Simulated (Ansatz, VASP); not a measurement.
# HfTeS: VASP beside Ansatz, part 2 of 2

One calculation is typed for both programs; each brings its own data sets. How far apart do they land? The structure shown is the start of the Ansatz relaxation below; VASP solves that cell, so the two are compared at the walk's first step.

VASP 6.6.1 and Ansatz 0.2.0.

So far. Step 3 (VASP: single point, PBEsol, start cell, pair 1): The run ends at a pressure of -0.49 GPa, with forces up to 0.13 eV/Å.

### 6. Ansatz: relaxation, PBEsol

Level of this step: Ansatz beside VASP: Kohn-Sham DFT, plane waves, PBEsol (Ansatz).

The two programs are compared at the cell with which this relaxation starts, whose forces are those of its first step.

The structure compared here is the start of the Ansatz relaxation; VASP solves that cell, so the two are compared at the walk's first step.

Input file input.yaml:

```yaml
crystal:
  lattice:
    - [3.7343976054, 0.0, 0.0]
    - [-1.8671988027, 3.266424026, 0.0]
    - [0.0, 0.0, 30.0]
  atoms:
    - { symbol: Hf, position: [0.0, 0.0, 0.3389234402] }
    - { symbol: S, position: [0.3333333333, 0.6666666667, 0.3822679154] }
    - { symbol: Te, position: [0.6666666667, 0.3333333333, 0.275475311] }
  periodic: [true, true, false]
kpoints:
  mp_grid: { grid: [15, 15, 1] }
hamiltonian:
  xc: pbesol
  pseudopotentials: { kind: paw, azcp: { folder: soft_1 }, xc_functional: pbe }
scf:
  occupations: { method: methfessel_paxton, width: 0.2 }
output:
  forces: true
  stress: true
  eigenvalues: true
relax:
  adjacent_minimum: "off"
  f_tol: 0.001
  max_steps: 60
```

The run is started by

```console
$ ansatz run input.yaml --threads 8 --pin off --max-ram 16384MiB --backend cpu --events-out ev --progress --plain --runs-dir out
```

Numbers of over 12 decimals in the logs are rounded to 6 here.

The log of the run:

```text
[...]
Crystal: 3 atoms, lattice volume = 365.944 Å³
Basis set: ecut = 420 eV, 7177 PW (Γ), exchange–correlation on 50×54×432 points (8 copies of the dense FFT grid, shifted against one another)
Bands: 29, of which v1, the nominal top of the filled ones, is band 24 counted from 1 (23 counted from 0)
Symmetry: 2 space group operations
[...]
--- Relaxed structure (6 steps of the walk, 5 accepted, 0 SCFs on fresh bases) ---
  F+E_penalty+E_count = -23388.80399084 eV   max|allowed force component| = 8.837e-4 eV/Å
  cell:  # Å, volume = 365.9438 Å³
    - [3.7343976054, 0.0, 0.0]
    - [-1.8671988027, 3.266424026, 0.0]
    - [0.0, 0.0, 30.0]
  atoms:
    - { symbol: Hf, position: [0.000146144, 0.000292289, 0.338945] }
    - { symbol: S, position: [0.332369, 0.664738, 0.381938] }
    - { symbol: Te, position: [0.667485, 0.334970, 0.275783] }
[key lines of the parts left out:]
SCF converged after 3 iterations
Free energy (F): -23388.803991 eV
Fermi energy:    -4.715822 eV
P = ½ c Tr σ = -0.3275 N/m
```

### 7. VASP: single point, PBEsol, start cell, pair 2

The same cell, functional, mesh and smearing now go to VASP, with its own data sets.

Input file INCAR:

```
SYSTEM = HfTeS
PREC = Accurate
ENCUT = 400
EDIFF = 1E-06
NELM = 120
ISMEAR = 1
SIGMA = 0.2
LREAL = .FALSE.
ALGO = Normal
GGA = PS
NBANDS = 17
LASPH = .TRUE.
LORBIT = 11
LWAVE = .FALSE.
LCHARG = .FALSE.
ISIF = 2
LDIPOL = .TRUE.
IDIPOL = 3
DIPOL = 0.5 0.5 0.332
LVHAR = .TRUE.
GGA_COMPAT = .FALSE.
NELMDL = -8
KPAR = 2
```

Input file POSCAR:

```
HfTeS
1.0
    3.7343976054      0.0000000000      0.0000000000
   -1.8671988027      3.2664240260      0.0000000000
    0.0000000000      0.0000000000     30.0000000000
Hf S Te
1 1 1
Direct
    0.0000000000      0.0000000000      0.3389234333
    0.3333333307      0.6666666614      0.3822679000
    0.6666667182      0.3333333307      0.2754753000
```

Input file KPOINTS:

```
Automatic mesh
0
Gamma
15 15 1
0 0 0
```

The projector-augmented-wave data sets are Hf_pv, S and Te (PBE family, release 64).

The run is started by

```console
$ mpirun -np 2 vasp_std
```

The log of the run:

```text
[banner, memory and clock lines left out]
running    2 mpi-ranks, on    1 nodes
[...]
[... a notice as in an earlier step ...]

 LDA part: xc-table for (Slater+PW92), standard interpolation
 POSCAR, INCAR and KPOINTS ok, starting setup
[...]
entering main loop
       N       E                     dE             d eps       ncg     rms          rms(c)
DAV:   1     0.962564967041E+02    0.96256E+02   -0.81295E+03  2704   0.738E+02
DAV:   2    -0.114130163916E+02   -0.10767E+03   -0.10552E+03  2846   0.152E+02
DAV:   3    -0.229762796987E+02   -0.11563E+02   -0.11507E+02  3120   0.506E+01
DAV:   4    -0.232187345266E+02   -0.24245E+00   -0.24210E+00  3526   0.867E+00
[...]
DAV:  25    -0.219313290294E+02   -0.43075E-05   -0.97315E-08  2333   0.774E-04    0.664E-04
DAV:  26    -0.219313315607E+02   -0.25313E-05   -0.57038E-08  2256   0.552E-04    0.166E-04
DAV:  27    -0.219313322755E+02   -0.71476E-06   -0.53803E-09  2150   0.248E-04
   1 F= -.21931332E+02 E0= -.21931561E+02  d E =0.687632E-03
```

Parts of OUTCAR (step 7):

```text
  Total       -0.3385272     -0.7710065     -0.3897302      0.0000000     -0.1008142      0.0000000
  in kB       -1.4821417     -3.3756254     -1.7063193      0.0000000     -0.4413853      0.0000000
  external PRESSURE =      -2.1880288 kB  Pullay stress =       0.0000000 kB

 POSITION                                       TOTAL-FORCE (eV/Angst)
 -----------------------------------------------------------------------------------
      0.00000      0.00000     10.16770         0.000000      0.022409      0.030297
      0.00000      2.17762     11.46804        -0.000000     -0.044836     -0.132715
      1.86720      1.08881      8.26426         0.000000      0.022427      0.102418
 -----------------------------------------------------------------------------------
    total drift:                               -0.000057     -0.000300      0.000338

  FREE ENERGIE OF THE ION-ELECTRON SYSTEM (eV)
  ---------------------------------------------------
  free  energy   TOTEN  =       -21.9313322755 eV

  energy  without entropy=      -21.9320199078  energy(sigma->0) =      -21.93156149

[... 1 part as in an earlier step ...]

[... 2 further parts left out ...]
[key lines of the parts left out:]
E-fermi :  -2.6207
```

The run ends at a pressure of -0.22 GPa, with forces up to 0.14 eV/Å.

### 8. Side by side

What differs besides the data sets and the points named for the pairs above, as far as they apply: the data sets hold 48 valence electrons in Ansatz (on its PAW soft_1 files) and 22 in VASP. Total energies have different zeros and are not compared.

Forces (eV/Å; atoms numbered as in POSCAR):

| atom | Ansatz x, y, z | VASP x, y, z |
| --- | --- | --- |
| Hf1 | 0.000, 0.023, 0.007 | 0.000, 0.022, 0.030 |
| S2 | 0.000, -0.045, -0.097 | 0.000, -0.045, -0.133 |
| Te3 | 0.000, 0.023, 0.090 | 0.000, 0.022, 0.102 |

The forces differ by 15 meV/Å r.m.s., which is 25.0 % of the r.m.s. force of 0.060 eV/Å (both taken over all components). With vacuum in the cell, a pressure given here is an average over mostly empty space and none of the material.

### 9. Ansatz: relaxation, PBEsol

The two programs are compared at the cell with which this relaxation starts, whose forces are those of its first step.

The structure compared here is the start of the Ansatz relaxation; VASP solves that cell, so the two are compared at the walk's first step.

input.yaml, the sections that differ from step 6:

```yaml
crystal:
  lattice:
    - [3.8464295336, 0.0, 0.0]
    - [-1.9232147668, 3.2340831941, 0.0]
    - [0.0, 0.0, 30.0]
  atoms:
    - { symbol: Hf, position: [-0.0004047054, -0.0008094108, 0.3389697023] }
    - { symbol: S, position: [0.3352577923, 0.6705155846, 0.3816124635] }
    - { symbol: Te, position: [0.6651469131, 0.3302938261, 0.2760845007] }
  periodic: [true, true, false]
# kpoints, hamiltonian, scf, output, relax: as in step 6
```

The run is started by

```console
$ ansatz run input.yaml --threads 8 --pin off --max-ram 16384MiB --backend cpu --events-out ev --progress --plain --runs-dir out
```

The log of the run:

```text
[...]
Crystal: 3 atoms, lattice volume = 373.190 Å³
Basis set: ecut = 420 eV, 7301 PW (Γ), exchange–correlation on 54×54×432 points (8 copies of the dense FFT grid, shifted against one another)
Bands: 29, of which v1, the nominal top of the filled ones, is band 24 counted from 1 (23 counted from 0)
Symmetry: 2 space group operations
[...]
--- Relaxed structure (6 steps of the walk, 5 accepted, 0 SCFs on fresh bases) ---
  F+E_penalty+E_count = -23388.78723228 eV   max|allowed force component| = 5.303e-5 eV/Å
  cell:  # Å, volume = 373.1902 Å³
    - [3.8464295336, 0.0, 0.0]
    - [-1.9232147668, 3.2340831941, 0.0]
    - [0.0, 0.0, 30.0]
  atoms:
    - { symbol: Hf, position: [-0.000619262, -0.00123852, 0.338997] }
    - { symbol: S, position: [0.336173, 0.672347, 0.381289] }
    - { symbol: Te, position: [0.664446, 0.328892, 0.276380] }
[key lines of the parts left out:]
SCF converged after 5 iterations
Free energy (F): -23388.787232 eV
Fermi energy:    -4.714517 eV
P = ½ c Tr σ = -0.9746 N/m
```

### 10. VASP: single point, PBEsol, start cell, pair 3

The same cell, functional, mesh and smearing now go to VASP, with its own data sets.

INCAR is that of step 7.

Input file POSCAR:

```
HfTeS
1.0
    3.8464295336      0.0000000000      0.0000000000
   -1.9232147668      3.2340831941      0.0000000000
    0.0000000000      0.0000000000     30.0000000000
Hf S Te
1 1 1
Direct
    0.9995952485      0.9991904970      0.3389697000
    0.3352577639      0.6705155278      0.3816124667
    0.6651470182      0.3302939151      0.2760845000
```

KPOINTS is that of step 7.

The run is started by

```console
$ mpirun -np 2 vasp_std
```

The log of the run:

```text
[... set-up lines as in an earlier step ...]
 entering main loop
       N       E                     dE             d eps       ncg     rms          rms(c)
DAV:   1     0.932680449974E+02    0.93268E+02   -0.80715E+03  2736   0.734E+02
DAV:   2    -0.117255066710E+02   -0.10499E+03   -0.10250E+03  2828   0.150E+02
DAV:   3    -0.230168505499E+02   -0.11291E+02   -0.11242E+02  3196   0.500E+01
DAV:   4    -0.232527859177E+02   -0.23594E+00   -0.23552E+00  3423   0.858E+00
[...]
DAV:  25    -0.219134539712E+02   -0.27310E-05   -0.46124E-08  2470   0.579E-04    0.544E-04
DAV:  26    -0.219134562652E+02   -0.22940E-05   -0.52983E-08  2225   0.525E-04    0.206E-04
DAV:  27    -0.219134566388E+02   -0.37363E-06   -0.30518E-09  2090   0.190E-04
   1 F= -.21913457E+02 E0= -.21913905E+02  d E =0.134459E-02
```

Parts of OUTCAR (step 10):

```text
  Total       -1.6278832     -0.4845637     -0.3694645      0.0000000      0.0891480      0.0000000
  in kB       -6.9888158     -2.0803252     -1.5861820      0.0000000      0.3827297      0.0000000
  external PRESSURE =      -3.5517743 kB  Pullay stress =       0.0000000 kB

 POSITION                                       TOTAL-FORCE (eV/Angst)
 -----------------------------------------------------------------------------------
      1.92321      3.23147     10.16909         0.000000     -0.021817      0.029511
      0.00000      2.16850     11.44837         0.000000      0.041055     -0.127563
      1.92322      1.06820      8.28254        -0.000000     -0.019238      0.098052
 -----------------------------------------------------------------------------------
    total drift:                               -0.000068      0.000110      0.000421

  FREE ENERGIE OF THE ION-ELECTRON SYSTEM (eV)
  ---------------------------------------------------
  free  energy   TOTEN  =       -21.9134566388 eV

  energy  without entropy=      -21.9148012297  energy(sigma->0) =      -21.91390484

[... 1 part as in an earlier step ...]

[... 2 further parts left out ...]
[key lines of the parts left out:]
E-fermi :  -2.6544
```

The run ends at a pressure of -0.36 GPa, with forces up to 0.13 eV/Å.

### 11. Differences

What differs besides the data sets and the points named for the pairs above, as far as they apply: the data sets hold 48 valence electrons in Ansatz (on its PAW soft_1 files) and 22 in VASP. Total energies have different zeros and are not compared.

Forces (eV/Å; atoms numbered as in POSCAR):

| atom | Ansatz x, y, z | VASP x, y, z |
| --- | --- | --- |
| Hf1 | 0.000, -0.023, 0.008 | 0.000, -0.022, 0.030 |
| S2 | 0.000, 0.042, -0.091 | 0.000, 0.041, -0.128 |
| Te3 | 0.000, -0.020, 0.084 | 0.000, -0.019, 0.098 |

The forces differ by 15 meV/Å r.m.s., which is 26.0 % of the r.m.s. force of 0.057 eV/Å (both taken over all components). With vacuum in the cell, a pressure given here is an average over mostly empty space and none of the material.

### 12. What came out

```yaml
r_m_s_force_difference_single_point_pbesol_start_cell_pair_1: 15 meV/Å
r_m_s_force_difference_single_point_pbesol_start_cell_pair_2: 15 meV/Å
r_m_s_force_difference_single_point_pbesol_start_cell_pair_3: 15 meV/Å
```

The r.m.s. force difference is 15 meV/Å (single point, PBEsol, start cell, pair 2), beyond the 12 meV/Å picked in this series as the mark of a large difference. The data sets hold unlike numbers of valence electrons (48 in Ansatz and 22 in VASP), so part of the differences comes from the potentials. For single point, PBEsol, start cell, pair 1, no further run moves any of the tabulated differences by more than a quarter of its size. What causes the difference of the single point, PBEsol, start cell, pair 2 pair stays open here. What causes the difference of the single point, PBEsol, start cell, pair 3 pair stays open here. 5 further runs of this series are not shown here. Such differences can come from data sets, numerical settings and the points named under the comparisons, not from the functional's error against experiment.

[Lines on the potential files, build, host, timing and source positions are cut from VASP's logs without a mark.]

[Logs are printed without paths, hosts, clocks, repeated set-up lines and the standing remarks that a program may print on its own settings, such as how far it seeks lower states.]

[Hosts, paths, dates, database ids (printed as entryN), source tags and the programs' standing remarks are cut or masked in the printed files.]
